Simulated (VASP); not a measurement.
```yaml
crystal:
  lattice:
    - [0.00000, 1.80119, 1.80119]
    - [1.80119, 0.00000, 1.80119]
    - [1.80119, 1.80119, 0.00000]
  atoms:
    - { symbol: Cu, position: [0.00000, 0.00000, 0.00000] }
```

The numbers are results of RPBE GGA, VASP's PBE PAW potentials (set 64) (plane waves; VASP), not measurements. Numerical set-up: 520 eV cut-off, 17×17×17 Γ-centred mesh, first-order Methfessel-Paxton smearing of 0.10 eV, potentials Cu.

**Question.** Estimate the energy per atom (σ→0), pressure, band gap (on the k-mesh) with the smallest direct gap where there is one.

**Answer.** 
| Property | Value |
|---|---|
| band gap (on the k-mesh) | none (metal, semimetal or under 0.01 eV) |
| energy per atom (σ→0) | -3.234 eV/atom |
| pressure | 8.69 GPa |

Total energies compare only between runs with the same potentials, cut-off and functional.

The compound is Cu in the fcc structure. This cell is one point of a volume scan, at 0.94 of the reference volume.
